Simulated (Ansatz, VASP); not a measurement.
## TiO2: VASP beside Ansatz

Wanted: the spread between two codes on one cell, functional and k mesh. Of the first pair: The cell is taken from a series of runs on this material, whose earlier steps may have relaxed, scaled, displaced or heated it; both programs get it as it stands.

Main program and level: Ansatz 0.2.0; plane waves, with VASP 6.6.1 beside it; single point at LDA.

**1. Set-up**

The cell holds 96 atoms: 32 Ti and 64 O. Its edges and angles: a = 8.997 Å, b = 10.880 Å, c = 9.682 Å, α = 90.0°, β = 90.0°, γ = 90.0°.

**2. Ansatz: single point, LDA, pair 1**

Ansatz runs on its default PAW (the set named soft_2) files.

A single point gives forces, pressure and levels at one fixed geometry, so differences don't come from the geometry; what else differs is listed under the comparison.

input.yaml reads:

```yaml
crystal:
  lattice:
    - [8.9973826295, 0.0, 0.0]
    - [0.0, 10.8797391558, 0.0]
    - [0.0, 0.0, 9.6821565883]
  atoms:
    - { symbol: Ti, position: [0.25, 0.3370087138, 0.375] }
    - { symbol: Ti, position: [0.0, 0.4129912862, 0.125] }
    - { symbol: Ti, position: [0.25, 0.1629912862, 0.125] }
    - { symbol: Ti, position: [0.0, 0.0870087138, 0.375] }
    - { symbol: O, position: [0.3642096934, 0.308848232, 0.0407120906] }
    - { symbol: O, position: [0.1142096934, 0.441151768, 0.4592879094] }
    - { symbol: O, position: [0.3857903066, 0.441151768, 0.2907120906] }
    - { symbol: O, position: [0.1357903066, 0.308848232, 0.2092879094] }
    - { symbol: O, position: [0.3642096934, 0.191151768, 0.2907120906] }
    - { symbol: O, position: [0.1142096934, 0.058848232, 0.2092879094] }
    - { symbol: O, position: [0.3857903066, 0.058848232, 0.0407120906] }
    - { symbol: O, position: [0.1357903066, 0.191151768, 0.4592879094] }
    - { symbol: Ti, position: [0.25, 0.3370087138, 0.875] }
    - { symbol: Ti, position: [0.0, 0.4129912862, 0.625] }
    - { symbol: Ti, position: [0.25, 0.1629912862, 0.625] }
    - { symbol: Ti, position: [0.0, 0.0870087138, 0.875] }
    - { symbol: O, position: [0.3642096934, 0.308848232, 0.5407120906] }
    - { symbol: O, position: [0.1142096934, 0.441151768, 0.9592879094] }
    - { symbol: O, position: [0.3857903066, 0.441151768, 0.7907120906] }
    - { symbol: O, position: [0.1357903066, 0.308848232, 0.7092879094] }
    - { symbol: O, position: [0.3642096934, 0.191151768, 0.7907120906] }
    - { symbol: O, position: [0.1142096934, 0.058848232, 0.7092879094] }
    - { symbol: O, position: [0.3857903066, 0.058848232, 0.5407120906] }
    - { symbol: O, position: [0.1357903066, 0.191151768, 0.9592879094] }
    - { symbol: Ti, position: [0.25, 0.8370087138, 0.375] }
    - { symbol: Ti, position: [0.0, 0.9129912862, 0.125] }
    - { symbol: Ti, position: [0.25, 0.6629912862, 0.125] }
    - { symbol: Ti, position: [0.0, 0.5870087138, 0.375] }
    - { symbol: O, position: [0.3642096934, 0.808848232, 0.0407120906] }
    - { symbol: O, position: [0.1142096934, 0.941151768, 0.4592879094] }
[... 60 atom lines left out ...]
    - { symbol: O, position: [0.8857903066, 0.941151768, 0.7907120906] }
    - { symbol: O, position: [0.6357903066, 0.808848232, 0.7092879094] }
    - { symbol: O, position: [0.8642096934, 0.691151768, 0.7907120906] }
    - { symbol: O, position: [0.6142096934, 0.558848232, 0.7092879094] }
    - { symbol: O, position: [0.8857903066, 0.558848232, 0.5407120906] }
    - { symbol: O, position: [0.6357903066, 0.691151768, 0.9592879094] }
basis:
  ecutwfc: 420
  xc_grid: 2
hamiltonian:
  xc: lda
kpoints:
  mp_grid: { grid: [1, 1, 1], shift: [0.25, 0.25, 0.25] }
scf:
  occupations: { method: fermi_dirac, width: 0.01 }
  max_iter: 80
output:
  forces: true
```

Run with:

```console
> ansatz run input.yaml --threads 8 --pin off --max-ram 15073MiB --backend cpu --events-out ev --progress --plain --runs-dir out
```

Numbers of over 12 decimals in the logs are rounded to 6 here.

The program printed:

```text
Engine: ansatz 0.2.0, x86_64-unknown-linux-gnu
Pseudopotentials: kind: paw
Pseudopotential: Ti, paw, valence charge 12, recommended cutoff 420 eV (normal), Ti.paw.azcp
Pseudopotential: O, paw, valence charge 6, recommended cutoff 420 eV (normal), O.paw.azcp
Functional definition: SPW92
  exchange = slater_x
  correlation = pw_c
Crystal: 96 atoms, lattice volume = 947.778 Å³
Basis set: ecut = 420 eV, 18515 PW (Γ), exchange–correlation on 128×150×144 points (8 copies of the dense FFT grid, shifted against one another)
Bands: 480, of which v1, the nominal top of the filled ones, is band 384 counted from 1 (383 counted from 0)
Symmetry: 16 space group operations
k-points: 1
Non-local potential: Ti, projectors of the file, l = 0: 3, l = 1: 2, l = 2: 3, l = 3: 1
Non-local potential: O, projectors of the file, l = 0: 2, l = 1: 2, l = 2: 1
PAW form: soft (Blöchl's): semilocal exchange-correlation on the pseudo side does not see the compensation charge
PAW frozen core: Ti, regenerated for the run's functional, and the local potential with it (the file was generated under x = pbe(κ = 0.804, μ = 0.219515), c = pbe(β = 0.066725))
PAW frozen core: O, regenerated for the run's functional, and the local potential with it (the file was generated under x = pbe(κ = 0.804, μ = 0.219515), c = pbe(β = 0.066725))
PAW one-centre angular grid: Ti, 590 points (default); XC on 64 Gauss nodes
PAW one-centre angular grid: O, 110 points (default); XC on 64 Gauss nodes
Initial density: superposition of atomic densities (neutral atoms: chi_scale 0, normalization atom), corrected by the library's trained network
Initial wavefunctions: pseudopotential atomic-orbital guess
Functional: x = slater, c = lda
SCF iter   1: F=—  HF=-114088.269162 eV  |F-HF|=—  |Δ(HF+E_count)|=         —  Δρ=2.34e-2  dr2=4.68e0  ethr=1.77e-3  ⟨swp⟩=5.0  Hψ=1710  notcnv=0  defer=29
preconditioner: auto → Resta (q_TF=auto, 2.634 Å⁻¹)  ε∞=9.2  [insulator: Δε(μ)=2.696 eV  Ē_g=9.527 eV  σ=0.010 eV  W_gap=1.00  n_scr=282 (ndim 8)  ℏωp=27.3 eV  f_vac=0.014  D(μ)=0.00/eV (n_scr^D=0)  ε∞_Penn≈9.2]
SCF iter   2: F=—  HF=-114087.493283 eV  |F-HF|=—  |Δ(HF+E_count)|=   7.76e-1  Δρ=1.17e-2  dr2=9.80e-1  ethr=6.10e-4  ⟨swp⟩=2.0  Hψ=819  notcnv=0  defer=73
SCF iter   3: F=—  HF=-114087.309258 eV  |F-HF|=—  |Δ(HF+E_count)|=   1.84e-1  Δρ=3.95e-3  dr2=9.42e-2  ethr=1.28e-4  ⟨swp⟩=3.0  Hψ=625  notcnv=0  defer=38
automatic band count: iteration 3 solves 445 bands in place of 480: the levels show a gap, and the empty bands left out lie too high to hold charge; the band table lists the bands solved (type scf.n_extra_bands for more)
SCF iter   4: F=—  HF=-114087.284506 eV  |F-HF|=—  |Δ(HF+E_count)|=   2.48e-2  Δρ=7.85e-4  dr2=4.17e-3  ethr=1.23e-5  ⟨swp⟩=3.0  Hψ=783  notcnv=0  defer=38
SCF iter   5: F=—  HF=-114087.284004 eV  |F-HF|=—  |Δ(HF+E_count)|=   5.02e-4  Δρ=1.50e-4  dr2=2.50e-4  ethr=5.43e-7  ⟨swp⟩=2.0  Hψ=622  notcnv=0  defer=38
SCF iter   6: F=—  HF=-114087.283891 eV  |F-HF|=—  |Δ(HF+E_count)|=   1.13e-4  Δρ=7.92e-5  dr2=4.98e-5  ethr=3.26e-8  ⟨swp⟩=2.0  Hψ=847  notcnv=0  defer=38
SCF iter   7: F=—  HF=-114087.283883 eV  |F-HF|=—  |Δ(HF+E_count)|=   7.98e-6  Δρ=3.94e-5  dr2=1.25e-5  ethr=6.48e-9  ⟨swp⟩=2.0  Hψ=599  notcnv=0  defer=38
SCF iter   8: F=-114087.283880 eV  HF=-114087.283880 eV  |F-HF|=8.64e-8  |Δ(HF+E_count)|=   2.53e-6  Δρ=7.79e-6  dr2=6.06e-7  ethr=1.23e-10  ⟨swp⟩=3.0  Hψ=1494  notcnv=0
SCF 1 converged in 8 iterations: F = -114087.283880 eV  dr2 = 6.06e-7
  greatest PAW one-centre occupation: 0.999 electrons in one spin orbital (limit 2), on the Ti atom at site 87 (counted from 0), in its partial waves of l = 0
SCF converged after 8 iterations
Free energy (F): -114087.283880 eV
Harris-Foulkes:  -114087.283880 eV  (|F-HF|=8.64e-8)
Internal energy: -114087.283880 eV  (E = F + TS)
E sigma→0 (E₀):  -114087.283880 eV
Fermi energy:    10.495191 eV
--- Per-component energies (eV) ---
  E_band       = -5768.979382
  E_kinetic    = 19934.954905
  E_local      = -46957.880356  (includes V_loc(G=0)·N_el)
  E_nonlocal   = 3400.811539
  E_hartree    = 17750.471161
  E_xc         = -7783.041956
  E_vxc        = -9924.614556  (∫ρ·V_xc dr)
  E_paw        = -41307.358785  (= ΣΔE_a)
  E_vpaw       = -7723.360222  (= ΣTr[D̂ρ^β])
  E_aug_tail   = 0.162469  (compensation charges beyond the density's cutoff)
  E_ewald      = -59142.036241
  E_core_change = 16.633386  (= ΣΔE_core)
  E_smearing   = -0.000000  (= −TS)
  E_closure    = 0.000000  (closes the sum)
  Σ components = -114087.283880   (vs F -114087.283880, Δ=0.00e0)
--- Forces (eV/Å), atoms counted from 1 ---
  atom   1  Ti     0.00711974     0.01984067     0.00315231
  atom   2  Ti    -0.00517117     0.01860986     0.00592315
  atom   3  Ti    -0.00711974    -0.01984067    -0.00315231
  atom   4  Ti     0.00517117    -0.01860986    -0.00592315
  atom   5  O      0.01123599    -0.00653080    -0.00572551
  atom   6  O     -0.01131364    -0.00694144    -0.00489388
  atom   7  O     -0.00426337    -0.01062630    -0.00463965
  atom   8  O      0.00257127    -0.01163778    -0.00631116
  atom   9  O     -0.00257127     0.01163778     0.00631116
  atom  10  O      0.00426337     0.01062630     0.00463965
  atom  11  O      0.01131364     0.00694144     0.00489388
  atom  12  O     -0.01123599     0.00653080     0.00572551
  atom  13  Ti     0.00711974     0.01984067     0.00315231
  atom  14  Ti    -0.00517117     0.01860986     0.00592315
  atom  15  Ti    -0.00711974    -0.01984067    -0.00315231
  atom  16  Ti     0.00517117    -0.01860986    -0.00592315
  atom  17  O      0.01123599    -0.00653080    -0.00572551
  atom  18  O     -0.01131364    -0.00694144    -0.00489388
  atom  19  O     -0.00426337    -0.01062630    -0.00463965
  atom  20  O      0.00257127    -0.01163778    -0.00631116
  atom  21  O     -0.00257127     0.01163778     0.00631116
  atom  22  O      0.00426337     0.01062630     0.00463965
  atom  23  O      0.01131364     0.00694144     0.00489388
  atom  24  O     -0.01123599     0.00653080     0.00572551
[...]
atom  89  O      0.01123599    -0.00653080    -0.00572551
  atom  90  O     -0.01131364    -0.00694144    -0.00489388
  atom  91  O     -0.00426337    -0.01062630    -0.00463965
  atom  92  O      0.00257127    -0.01163778    -0.00631116
  atom  93  O     -0.00257127     0.01163778     0.00631116
  atom  94  O      0.00426337     0.01062630     0.00463965
  atom  95  O      0.01131364     0.00694144     0.00489388
  atom  96  O     -0.01123599     0.00653080     0.00572551
  max |Σ_I F_I| component: 3.47e-17 eV/Å
```

**3. VASP: single point, LDA, pair 1**

The same cell, functional (in two slightly different forms), mesh and smearing now go to VASP, with its own data sets.

Lines of VASP's logs that name or quote its potential files are left out, and so is its time.

INCAR reads:

```
SYSTEM = TiO2
PREC = Accurate
ENCUT = 520
EDIFF = 1E-06
NELM = 120
ISMEAR = -1
SIGMA = 0.01
LREAL = Auto
ALGO = Normal
GGA = PW92
NBANDS = 456
LASPH = .TRUE.
LORBIT = 11
LWAVE = .FALSE.
LCHARG = .FALSE.
ISIF = 2
ISYM = 2
GGA_COMPAT = .FALSE.
EFERMI = MIDGAP
NCORE = 2
```

POSCAR reads:

```
TiO2
1.0
    8.9973826295      0.0000000000      0.0000000000
    0.0000000000     10.8797391558      0.0000000000
    0.0000000000      0.0000000000      9.6821565883
Ti O
32 64
Direct
    0.2500000000      0.3370087138      0.3750000000
    0.0000000000      0.4129912862      0.1250000000
    0.2500000000      0.1629912862      0.1250000000
    0.0000000000      0.0870087138      0.3750000000
    0.2500000000      0.3370087138      0.8750000000
    0.0000000000      0.4129912862      0.6250000000
    0.2500000000      0.1629912862      0.6250000000
    0.0000000000      0.0870087138      0.8750000000
    0.2500000000      0.8370087138      0.3750000000
    0.0000000000      0.9129912862      0.1250000000
    0.2500000000      0.6629912862      0.1250000000
    0.0000000000      0.5870087138      0.3750000000
    0.2500000000      0.8370087138      0.8750000000
    0.0000000000      0.9129912862      0.6250000000
    0.2500000000      0.6629912862      0.6250000000
    0.0000000000      0.5870087138      0.8750000000
    0.7500000000      0.3370087138      0.3750000000
    0.5000000000      0.4129912862      0.1250000000
    0.7500000000      0.1629912862      0.1250000000
    0.5000000000      0.0870087138      0.3750000000
    0.7500000000      0.3370087138      0.8750000000
    0.5000000000      0.4129912862      0.6250000000
    0.7500000000      0.1629912862      0.6250000000
    0.5000000000      0.0870087138      0.8750000000
    0.7500000000      0.8370087138      0.3750000000
    0.5000000000      0.9129912862      0.1250000000
    0.7500000000      0.6629912862      0.1250000000
    0.5000000000      0.5870087138      0.3750000000
    0.7500000000      0.8370087138      0.8750000000
    0.5000000000      0.9129912862      0.6250000000
[... 60 atom lines left out ...]
    0.8857903066      0.9411517680      0.7907120906
    0.6357903066      0.8088482320      0.7092879094
    0.8642096934      0.6911517680      0.7907120906
    0.6142096934      0.5588482320      0.7092879094
    0.8857903066      0.5588482320      0.5407120906
    0.6357903066      0.6911517680      0.9592879094
```

KPOINTS reads:

```
Points of the shifted mesh
1
Reciprocal
 0.2500000000  0.2500000000  0.2500000000 1
```

The projector-augmented-wave data sets are Ti_sv and O (LDA family, release 64).

Run with:

```console
> mpirun -np 8 vasp_std
```

The program printed:

```text
[banner, memory and clock lines left out]
running    8 mpi-ranks, on    1 nodes
[...]
|                                                                             |
|               ----> ADVICE to this user running VASP <----                  |
|                                                                             |
|     You enforced a specific xc type in the INCAR file but a different       |
|     [... a line on the potential file left out ...]
|     I HOPE YOU KNOW WHAT YOU ARE DOING!                                     |
|                                                                             |

 LDA part: xc-table for (Slater(with rela. corr.)+PW92), standard interpolation
 POSCAR, INCAR and KPOINTS ok, starting setup
[...]
entering main loop
       N       E                     dE             d eps       ncg     rms          rms(c)
DAV:   1     0.133907411346E+05    0.13391E+05   -0.36656E+05   912   0.203E+03
DAV:   2     0.205443100897E+04   -0.11336E+05   -0.10834E+05   912   0.656E+02
DAV:   3    -0.878803815751E+03   -0.29332E+04   -0.28159E+04  1088   0.284E+02
DAV:   4    -0.118441191206E+04   -0.30561E+03   -0.30432E+03  1264   0.981E+01
[...]
DAV:  16    -0.941598510608E+03   -0.65110E-06   -0.46747E-05  1312   0.136E-02    0.118E-02
DAV:  17    -0.941598509257E+03    0.13513E-05   -0.88927E-06  1064   0.786E-03    0.220E-03
DAV:  18    -0.941598509278E+03   -0.21348E-07   -0.77303E-07   600   0.196E-03
   1 F= -.94159851E+03 E0= -.94159851E+03  d E =0.000000E+00
```

Parts of OUTCAR (step 3):

```text
  FREE ENERGIE OF THE ION-ELECTRON SYSTEM (eV)
  ---------------------------------------------------
  free  energy   TOTEN  =      -941.5985092782 eV

  energy  without entropy=     -941.5985092782  energy(sigma->0) =     -941.59850928
```

This run has no spin polarisation, so a moment on Ti, if there is one, isn't seen.

**4. Comparison**

Known differences besides the potentials themselves: the cutoff is 420 eV in Ansatz and 520 eV in VASP (PREC = Accurate, projectors in real space); VASP's log shows a relativistic correction to its local exchange, Ansatz's none. Total energies have different zeros and are not compared.

The two programs side by side:

| quantity | Ansatz | VASP | difference |
| --- | --- | --- | --- |
| gap on the k mesh (eV) | 2.923 | 2.897 | +0.026 |

Forces on 9 of the 96 atoms, those with the largest forces and the largest differences (eV/Å; atoms numbered as in POSCAR):

| atom | Ansatz x, y, z | VASP x, y, z |
| --- | --- | --- |
| Ti1 | 0.007, 0.020, 0.003 | 0.000, -0.058, 0.000 |
| Ti2 | -0.005, 0.019, 0.006 | 0.000, 0.058, 0.000 |
| Ti3 | -0.007, -0.020, -0.003 | 0.000, 0.058, 0.000 |
| Ti4 | 0.005, -0.019, -0.006 | 0.000, -0.058, 0.000 |
| Ti5 | 0.007, 0.020, 0.003 | 0.000, -0.058, 0.000 |
| Ti6 | -0.005, 0.019, 0.006 | 0.000, 0.058, 0.000 |
| Ti7 | -0.007, -0.020, -0.003 | 0.000, 0.058, 0.000 |
| Ti25 | 0.007, 0.020, 0.003 | 0.000, -0.058, 0.000 |
| Ti29 | 0.007, 0.020, 0.003 | 0.000, -0.058, 0.000 |

The forces differ by 32 meV/Å r.m.s., where the r.m.s. force is 0.009 eV/Å in Ansatz and 0.030 eV/Å in VASP: the atoms lie near their places of rest in Ansatz, so a percentage would say little (all taken over all components). A gap on the mesh is an upper bound, since the band edges may lie between its points.

**5. Ansatz: relaxation, LDA**

The two programs are compared at the cell with which this relaxation starts, whose forces are those of its first step.

The structure compared here is the start of the Ansatz relaxation; VASP solves that cell, so the two are compared at the walk's first step.

Edit input.yaml of step 2 so:

```diff
@@ -55 +55,5 @@
   forces: true
+relax:
+  f_tol: 0.01
+  max_steps: 120
+  random_displacement: { amplitude: 0.08, seed: 6707 }
```

Run with:

```console
> ansatz run input.yaml --threads 8 --pin off --max-ram 15073MiB --backend cpu --events-out ev --progress --plain --runs-dir out
```

The program printed:

```text
[...]
Crystal: 96 atoms, lattice volume = 947.778 Å³
Basis set: ecut = 420 eV, 18515 PW (Γ), exchange–correlation on 128×150×144 points (8 copies of the dense FFT grid, shifted against one another)
Bands: 480, of which v1, the nominal top of the filled ones, is band 384 counted from 1 (383 counted from 0)
Symmetry: 1 space group operations
k-points: 1
[...]
SCF iter   1: F=—  HF=-114083.158637 eV  |F-HF|=—  |Δ(HF+E_count)|=         —  Δρ=2.30e-2  dr2=4.51e0  ethr=1.77e-3  ⟨swp⟩=4.0  Hψ=1706  notcnv=0  defer=42
[...]
- { symbol: Ti, position: [0.249853, 0.162363, 0.625018] }
    - { symbol: Ti, position: [-0.000109036, 0.086388, 0.875011] }
[...]
- { symbol: Ti, position: [0.749918, 0.836467, 0.874966] }
    - { symbol: Ti, position: [0.499875, 0.912404, 0.624959] }
    - { symbol: Ti, position: [0.749841, 0.662366, 0.625032] }
    - { symbol: Ti, position: [0.499889, 0.586385, 0.875026] }
[...]
- { symbol: O, position: [0.864088, 0.690629, 0.790740] }
    - { symbol: O, position: [0.614099, 0.558278, 0.709319] }
    - { symbol: O, position: [0.885763, 0.558346, 0.540775] }
    - { symbol: O, position: [0.635576, 0.690596, 0.959341] }
```

**6. VASP: single point, LDA, start cell, pair 2**

The same cell, functional (in two slightly different forms), mesh and smearing now go to VASP, with its own data sets.

Edit INCAR of step 3 so:

```diff
@@ -16,3 +16,3 @@
 ISIF = 2
-ISYM = 2
+ISYM = 0
 GGA_COMPAT = .FALSE.
```

POSCAR reads:

```
TiO2
1.0
    8.9973826295      0.0000000000      0.0000000000
    0.0000000000     10.8797391558      0.0000000000
    0.0000000000      0.0000000000      9.6821565883
Ti O
32 64
Direct
    0.2556875810      0.3397382003      0.3694386646
    0.0000466802      0.4058301340      0.1231247387
    0.2502782301      0.1558642147      0.1270164337
    0.9976713228      0.0941043701      0.3751175647
    0.2454219289      0.3432413173      0.8760596797
    0.0014899889      0.4093091697      0.6320167355
    0.2492762720      0.1565167120      0.6288583483
    0.9975138325      0.0804566164      0.8779541957
    0.2478721970      0.8416442590      0.3688984956
    0.0060955505      0.9086181073      0.1284693125
    0.2439011533      0.6682901029      0.1241644864
    0.0078220526      0.5836235510      0.3759825579
    0.2537202311      0.8435108479      0.8732865372
    0.9924799241      0.9107548314      0.6286222439
    0.2512658506      0.6657263466      0.6325790070
    0.0059624006      0.5839602319      0.8800830602
    0.7574416117      0.3369094560      0.3704793418
    0.5042260829      0.4066367710      0.1263644095
    0.7544475187      0.1567416255      0.1263678178
    0.4959531215      0.0897090441      0.3817022547
    0.7510287467      0.3399734081      0.8674993968
    0.4962645454      0.4102587329      0.6318405351
    0.7475871903      0.1559181682      0.6252704080
    0.5080735352      0.0887510248      0.8778547344
    0.7500926967      0.8371127165      0.3832613082
    0.4913546730      0.9133283306      0.1268933206
    0.7456245084      0.6629892405      0.1178071217
    0.5058946793      0.5815943663      0.3738820961
    0.7444270490      0.8426852766      0.8741267426
    0.5001471189      0.9197319767      0.6217015750
[... 60 atom lines left out ...]
    0.8918264711      0.9388432805      0.7852276433
    0.6370949459      0.8035139331      0.7148441504
    0.8607707729      0.6934876739      0.7835589035
    0.6101033185      0.5537776149      0.7046786465
    0.8818174492      0.5609808206      0.5337193169
    0.6422095445      0.6953008608      0.9625969085
```

KPOINTS is that of step 3.

Run with:

```console
> mpirun -np 8 vasp_std
```

The program printed:

```text
[banner, memory and clock lines left out]
running    8 mpi-ranks, on    1 nodes
[...]
[... a notice as in an earlier step ...]

 LDA part: xc-table for (Slater(with rela. corr.)+PW92), standard interpolation
 POSCAR, INCAR and KPOINTS ok, starting setup
[...]
entering main loop
       N       E                     dE             d eps       ncg     rms          rms(c)
DAV:   1     0.134190570380E+05    0.13419E+05   -0.36644E+05   912   0.203E+03
DAV:   2     0.206259474005E+04   -0.11356E+05   -0.10855E+05   912   0.657E+02
DAV:   3    -0.862508403406E+03   -0.29251E+04   -0.28175E+04  1072   0.284E+02
DAV:   4    -0.117851717594E+04   -0.31601E+03   -0.31490E+03  1272   0.986E+01
[...]
DAV:  18    -0.936335811777E+03    0.10616E-04   -0.68136E-05  1328   0.187E-02    0.119E-02
DAV:  19    -0.936335810734E+03    0.10423E-05   -0.11302E-05  1168   0.970E-03    0.501E-03
DAV:  20    -0.936335810520E+03    0.21419E-06   -0.23959E-06   680   0.474E-03
   1 F= -.93633581E+03 E0= -.93633581E+03  d E =0.000000E+00
```

From OUTCAR (step 6):

```text
  FREE ENERGIE OF THE ION-ELECTRON SYSTEM (eV)
  ---------------------------------------------------
  free  energy   TOTEN  =      -936.3358105203 eV

  energy  without entropy=     -936.3358105203  energy(sigma->0) =     -936.33581052
```

The run ends at a pressure of 3.82 GPa, with forces up to 3.8 eV/Å.

(Part 1 of 2 ends here.)

[Lines on the potential files, build, host, timing and source positions are cut from VASP's logs without a mark.]

[Logs are printed without paths, hosts, clocks, repeated set-up lines and the standing remarks that a program may print on its own settings, such as how far it seeks lower states.]

[Hosts, paths, dates, database ids (printed as entryN), source tags and the programs' standing remarks are cut or masked in the printed files.]
